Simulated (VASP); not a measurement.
# Cs2SnRu6 (Fm-3m) in VASP: single point with r2SCAN

Aim: the single point of Cs2SnRu6 with r2SCAN.

Program: VASP 6.6.1. These are calculated values, not measurements. Logs are shortened: lines on timing, memory, paths and dates and some standing lists are left out, and cuts for length are marked.

## Step 1: Starting point

It takes space group Fm-3m (No. 225, cubic). Conventional cell: a = 9.376 Å, b = 9.376 Å, c = 9.376 Å, α = 90.00°, β = 90.00°, γ = 90.00°. Around Sn (site symmetry m-3m) lie 6 Ru at 2.30 Å. Cs (site symmetry -43m) is surrounded by 12 Ru at 3.32 Å. Ru (site symmetry 4mm) has 1 Sn at 2.30 Å as nearest neighbours.

The cell was built by a generator and needn't be a form met in nature.

## Step 2: Single point, r2SCAN

POSCAR

```
Cs2SnRu6
1.0
    0.0000000000      4.6880381300      4.6880381300
    4.6880381300      0.0000000000      4.6880381300
    4.6880381300      4.6880381300      0.0000000000
Sn Cs Ru
1 2 6
Direct
    0.0000000000      0.0000000000      0.0000000000
    0.2500000000      0.2500000000      0.2500000000
    0.7500000000      0.7500000000      0.7500000000
    0.7550000000      0.2450000000      0.2450000000
    0.2450000000      0.7550000000      0.2450000000
    0.2450000000      0.7550000000      0.7550000000
    0.7550000000      0.2450000000      0.7550000000
    0.2450000000      0.2450000000      0.7550000000
    0.7550000000      0.7550000000      0.2450000000
```

INCAR.step1

```
SYSTEM = Cs2SnRu6
  PREC = Accurate
  ENCUT = 520
  ISMEAR = -1
  SIGMA = 0.1
  LREAL = .False.
  LASPH = .True.
  NELM = 100
  NBANDS = 68
  GGA = PE
  ALGO = Normal
  EDIFF = 1E-4
  LWAVE = .True.
  LCHARG = .False.
```

INCAR.step2

```
SYSTEM = Cs2SnRu6
  PREC = Accurate
  ENCUT = 520
  EDIFF = 1E-6
  ISMEAR = -1
  SIGMA = 0.1
  LREAL = .False.
  LASPH = .True.
  NELM = 100
  ALGO = Normal
  ISIF = 2
  LWAVE = .False.
  LCHARG = .True.
  METAGGA = R2SCAN
  LMIXTAU = .True.
  LELF = .True.
  LVHAR = .True.
  NBANDS = 68
  ISTART = 1
```

KPOINTS

```
regular mesh
0
Gamma
  6 6 6
  0 0 0
```

Potentials or basis: VASP PAW PBE potentials, release 64 (Sn_d, Cs_sv, Ru_pv).

Started as:

```
> cat potpaw_PBE.64/Sn_d/POTCAR potpaw_PBE.64/Cs_sv/POTCAR potpaw_PBE.64/Ru_pv/POTCAR > POTCAR
> cp INCAR.step1 INCAR
> mpirun -np 1 vasp_std > vasp.out
> cp INCAR.step2 INCAR
> mpirun -np 1 vasp_std > vasp.out
```

OUTCAR:

```text
SYSTEM = Cs2SnRu6
   PREC = Accurate
   ENCUT = 520
   EDIFF = 1E-6
   ISMEAR = -1
   LREAL = .False.
   LASPH = .True.
   NELM = 100
   ISIF = 2
   METAGGA = R2SCAN
   ISTART = 1

 ion  position               nearest neighbor table
   1  0.000  0.000  0.000-   4 2.30   5 2.30   6 2.30   7 2.30   8 2.30   9 2.30
   2  0.250  0.250  0.250-
   3  0.750  0.750  0.750-
   4  0.755  0.245  0.245-   1 2.30   5 3.25   7 3.25   8 3.25   9 3.25
   5  0.245  0.755  0.245-   1 2.30   4 3.25   6 3.25   8 3.25   9 3.25
   6  0.245  0.755  0.755-   1 2.30   5 3.25   7 3.25   8 3.25   9 3.25
   7  0.755  0.245  0.755-   1 2.30   4 3.25   6 3.25   8 3.25   9 3.25
   8  0.245  0.245  0.755-   1 2.30   4 3.25   5 3.25   6 3.25   7 3.25
   9  0.755  0.755  0.245-   1 2.30   4 3.25   5 3.25   6 3.25   7 3.25

  LATTYP: Found a face centered cubic cell.
 ALAT       =     9.3760762600

  Lattice vectors:

 A1 = (   0.0000000000,   4.6880381300,   4.6880381300)
 A2 = (   4.6880381300,   0.0000000000,   4.6880381300)
 A3 = (   4.6880381300,   4.6880381300,   0.0000000000)

Analysis of symmetry for initial positions (statically):
=====================================================================
 Subroutine PRICEL returns:
 Original cell was already a primitive cell.

 Routine SETGRP: Setting up the symmetry group for a
 face centered cubic supercell.

 Subroutine GETGRP returns: Found 48 space group operations
 (whereof 48 operations were pure point group operations)
 out of a pool of 48 trial point group operations.

The static configuration has the point symmetry O_h .

Analysis of symmetry for dynamics (positions and initial velocities):
=====================================================================
 Subroutine PRICEL returns:
 Original cell was already a primitive cell.

 Routine SETGRP: Setting up the symmetry group for a
 face centered cubic supercell.

 Subroutine GETGRP returns: Found 48 space group operations
 (whereof 48 operations were pure point group operations)
 out of a pool of 48 trial point group operations.

The dynamic configuration has the point symmetry O_h .

 Subroutine INISYM returns: Found 48 space group operations
 (whereof 48 operations are pure point group operations),
 and found     1 'primitive' translations

----------------------------------------------------------------------------------------

                                     Primitive cell

  volume of cell :     206.0646

  direct lattice vectors                    reciprocal lattice vectors
     0.000000000  4.688038130  4.688038130    -0.106654423  0.106654423  0.106654423
     4.688038130  0.000000000  4.688038130     0.106654423 -0.106654423  0.106654423
     4.688038130  4.688038130  0.000000000     0.106654423  0.106654423 -0.106654423

  length of vectors
     6.629887104  6.629887104  6.629887104     0.184730879  0.184730879  0.184730879

  position of ions in fractional coordinates (direct lattice)
     0.000000000  0.000000000  0.000000000
     0.250000000  0.250000000  0.250000000
     0.750000000  0.750000000  0.750000000
     0.755000000  0.245000000  0.245000000
     0.245000000  0.755000000  0.245000000
     0.245000000  0.755000000  0.755000000
     0.755000000  0.245000000  0.755000000
     0.245000000  0.245000000  0.755000000
     0.755000000  0.755000000  0.245000000

  ion indices of the primitive-cell ions
   primitive index   ion index
                 1           1
                 2           2
                 3           3
                 4           4
                 5           5
                 6           6
                 7           7
                 8           8
                 9           9

----------------------------------------------------------------------------------------

 KPOINTS: regular mesh

Automatic generation of k-mesh.
 Grid dimensions read from file:
 generate k-points for:    6    6    6

 Generating k-lattice:

  Cartesian coordinates                     Fractional coordinates (reciprocal lattice)
    -0.017775737  0.017775737  0.017775737     0.166666667  0.000000000  0.000000000
     0.017775737 -0.017775737  0.017775737     0.000000000  0.166666667  0.000000000
     0.017775737  0.017775737 -0.017775737     0.000000000  0.000000000  0.166666667

  Length of vectors
     0.030788480  0.030788480  0.030788480

  Shift w.r.t. Gamma in fractional coordinates (k-lattice)
     0.000000000  0.000000000  0.000000000

 Subroutine IBZKPT returns following result:
 ===========================================

 Found     16 irreducible k-points:

 Following reciprocal coordinates:
            Coordinates               Weight
  0.000000  0.000000  0.000000      1.000000
  0.166667  0.000000  0.000000      8.000000
  0.333333  0.000000  0.000000      8.000000
  0.500000  0.000000  0.000000      4.000000
  0.166667  0.166667  0.000000      6.000000
  0.333333  0.166667  0.000000     24.000000
[... 8 lines left out ...]
 -0.333333  0.333333  0.166667     24.000000
 -0.333333  0.500000  0.166667     12.000000
   k-points           NKPTS =     16   k-points in BZ     NKDIM =     16   number of bands    NBANDS=     68
   number of dos      NEDOS =    301   number of ions     NIONS =      9
   total plane-waves  NPLWV = 125000
   dimension x,y,z NGX =    50 NGY =   50 NGZ =   50
   dimension x,y,z NGXF=   100 NGYF=  100 NGZF=  100
   ions per type =               1   2   6
   NGX,Y,Z   is equivalent  to a cutoff of  12.54, 12.54, 12.54 a.u.
   NGXF,Y,Z  is equivalent  to a cutoff of  25.08, 25.08, 25.08 a.u.
 SYSTEM =  Cs2SnRu6
   PREC   = accura    normal or accurate (medium, high low for compatibility)
   ISTART =      1    job   : 0-new  1-cont  2-samecut
   ICHARG =      0    charge: 1-file 2-atom 10-const
   ISPIN  =      1    spin polarized calculation?
   LNONCOLLINEAR =      F non collinear calculations
   LSORBIT =      F    spin-orbit coupling
   LASPH  =      T    aspherical Exc in radial PAW
   ENCUT  =  520.0 eV  38.22 Ry    6.18 a.u.  12.33 12.33 12.33*2*pi/ulx,y,z
   NELM   =    100;   NELMIN=  2; NELMDL=  0     # of ELM steps
   EDIFF  = 0.1E-05   stopping-criterion for ELM
   LREAL  =      F    real-space projection
   EDIFFG = 0.1E-04   stopping-criterion for IOM
   NSW    =      0    number of steps for IOM
   IBRION =     -1    ionic relax: 0-MD 1-quasi-New 2-CG
   NFREE  =      0    steps in history (QN), initial steepest desc. (CG)
   ISIF   =      2    stress and relaxation
   ISYM   =      2    0-nonsym 1-usesym 2-fastsym
   POTIM  = 0.5000    time-step for ionic-motion
   TEBEG  =    0.0;   TEEND  =   0.0 temperature during run
   PSTRESS=    0.0 pullay stress
   NELECT =     116.0000    total number of electrons
   NUPDOWN=      -1.0000    fix difference up-down
   EMIN   =  10.00;   EMAX   =-10.00  energy-range for DOS
   EFERMI =   0.00;   METHOD = LEGACY
   ISMEAR =    -1;   SIGMA  =   0.10  broadening in eV -4-tet -1-fermi 0-gaus
   EFERMI_NEDOS =   21; number of points for ismear=-14 and -15
   IALGO  =     38    algorithm
   IMIX   =      4    mixing-type and parameters
     AMIX     =   0.40;   BMIX     =  1.00
     AMIX_MAG =   1.60;   BMIX_MAG =  1.00
  volume/ion in A,a.u.               =      22.90       154.51
  Fermi-wavevector in a.u.,A,eV,Ry     =   1.351740  2.554417 24.860563  1.827200
  Thomas-Fermi vector in A             =   2.479136
   LORBIT       =      0    0 simple, 1 ext, 2 COOP (PROOUT), +10 PAW based schemes
   METAGGA = R2SCAN    functional components
   LHFCALC =     F    Hartree Fock is set to
   AEXX    =    0.0000 exact exchange contribution
   IVDW    =     0    specifies the selected vdW correction
   LEPSILON=     F    determine dielectric tensor
   LRPA    =     F    only Hartree local field effects (RPA)
 non-spin polarized calculation
  energy-cutoff  :      520.00
  volume of cell :      206.06
 maximum number of plane-waves:      5577
 NGX is ok and might be reduce to    50
   NGX = 25   NGY = 25   NGZ = 25

 number of electron     115.9999988 magnetization

 Free energy of the ion-electron system (eV)
  ---------------------------------------------------
  ext. energy  EPLUGINS =         0.00000000
  ---------------------------------------------------
  free energy    TOTEN  =      -204.58523997 eV

  energy without entropy =     -203.79600743  energy(sigma->0) =     -204.19062370

 E-fermi :   5.9918     XC(G=0): -11.6820

 val. band max:        5.9910163045   @ k =  -0.1667   0.1667   0.0000
 cond. band min:       6.0055033364   @ k =   0.3333   0.1667   0.0000
 fundamental gap:      0.0144870319
 Fermi energy:         5.9918379569

 k-point     1 :       0.0000    0.0000    0.0000
  band No.  band energies     occupation
      1     -37.2334      2.00000
      2     -37.1420      2.00000
      3     -37.1420      2.00000
      4     -37.1420      2.00000
      5     -37.1198      2.00000
      6     -37.1198      2.00000
[... 60 lines left out ...]
     67       9.3551      0.00000
     68       9.3551      0.00000

 k-point     2 :       0.1667    0.0000    0.0000
  band No.  band energies     occupation
      1     -37.2284      2.00000
      2     -37.1461      2.00000
      3     -37.1403      2.00000
      4     -37.1403      2.00000
      5     -37.1206      2.00000
      6     -37.1206      2.00000
[... 60 lines left out ...]
     67       9.1829      0.00000
     68       9.2485      0.00000

 k-point     3 :       0.3333    0.0000    0.0000
  band No.  band energies     occupation
      1     -37.2164      2.00000
      2     -37.1563      2.00000
      3     -37.1363      2.00000
      4     -37.1363      2.00000
      5     -37.1229      2.00000
      6     -37.1229      2.00000
[... 912 lines left out ...]
     67       9.0598      0.00000
     68       9.9010      0.00000

 k-point    16 :      -0.3333    0.5000    0.1667
  band No.  band energies     occupation
      1     -37.2006      2.00000
      2     -37.1585      2.00000
      3     -37.1375      2.00000
      4     -37.1357      2.00000
      5     -37.1309      2.00000
      6     -37.1218      2.00000
[... 60 lines left out ...]
     67       9.2046      0.00000
     68       9.3594      0.00000

------------------------ aborting loop because EDIFF is reached ----------------------------------------

  FORCE on cell =-STRESS in cart. coord.  units (eV):
  Direction    XX          YY          ZZ          XY          YZ          ZX
  --------------------------------------------------------------------------------------
  -------------------------------------------------------------------------------------
  Total        9.9172799      9.9172799      9.9172799      0.0000000     -0.0000000     -0.0000000
  in kB       77.1080558     77.1080558     77.1080558      0.0000000     -0.0000000     -0.0000000
  external PRESSURE =      77.1080558 kB  Pullay stress =       0.0000000 kB

 VOLUME and BASIS-vectors are now :
 -----------------------------------------------------------------------------
  energy-cutoff  :      520.00
  volume of cell :      206.06
      direct lattice vectors                 reciprocal lattice vectors
     0.000000000  4.688038130  4.688038130    -0.106654423  0.106654423  0.106654423
     4.688038130  0.000000000  4.688038130     0.106654423 -0.106654423  0.106654423
     4.688038130  4.688038130  0.000000000     0.106654423  0.106654423 -0.106654423

 POSITION                                       TOTAL-FORCE (eV/Angst)
 -----------------------------------------------------------------------------------
      0.00000      0.00000      0.00000         0.000000     -0.000000      0.000000
      2.34402      2.34402      2.34402         0.000000      0.000000      0.000000
      7.03206      7.03206      7.03206        -0.000000     -0.000000     -0.000000
      2.29714      4.68804      4.68804         5.070229     -0.000000      0.000000
      4.68804      2.29714      4.68804         0.000000      5.070229      0.000000
      7.07894      4.68804      4.68804        -5.070229     -0.000000      0.000000
      4.68804      7.07894      4.68804         0.000000     -5.070229      0.000000
      4.68804      4.68804      2.29714         0.000000     -0.000000      5.070229
      4.68804      4.68804      7.07894         0.000000     -0.000000     -5.070229
 -----------------------------------------------------------------------------------
    total drift:                                0.000000      0.000000      0.000000

  FREE ENERGIE OF THE ION-ELECTRON SYSTEM (eV)
  ---------------------------------------------------
  free  energy   TOTEN  =      -204.5852399672 eV

  energy  without entropy=     -203.7960074268  energy(sigma->0) =     -204.19062370
```

Wall time 8.9 min (1 thread of Intel Xeon 6975P-C (Granite Rapids), shared host); peak memory 0.49 GiB.

What came out:

```
Free energy            : -204.5852 eV
Pressure               : 7.7 GPa
Largest force          : 5.070 eV/Å
Band gap on the k mesh : none (metal or under the smearing width)
```

Forces in eV/Å, atoms in the order of the input:
```
Sn   0.000  0.000  0.000
Cs   0.000  0.000  0.000
Cs   0.000  0.000  0.000
Ru   5.070  0.000  0.000
Ru   0.000  5.070  0.000
Ru  -5.070  0.000  0.000
Ru   0.000 -5.070  0.000
Ru   0.000  0.000  5.070
Ru   0.000  0.000 -5.070
```

Levels at points of the mesh, in eV from the Fermi level:
```csv
k point,band 55,band 56,band 57,band 58,band 59,band 60,band 61,band 62
"(0.00, 0.00, 0.00)",0.06,0.06,0.71,0.71,0.71,0.84,0.84,0.84
"(0.50, 0.00, 0.00)",-0.18,-0.18,-0.11,-0.07,-0.07,-0.07,-0.04,0.74
"(0.50, 0.50, 0.00)",-0.26,-0.22,-0.22,-0.10,-0.06,-0.05,-0.05,0.26
```

Caveat: the PAW data sets were made with another functional, which shifts forces and pressure a little. The run has no spin-orbit coupling, so splittings on Cs are missing.
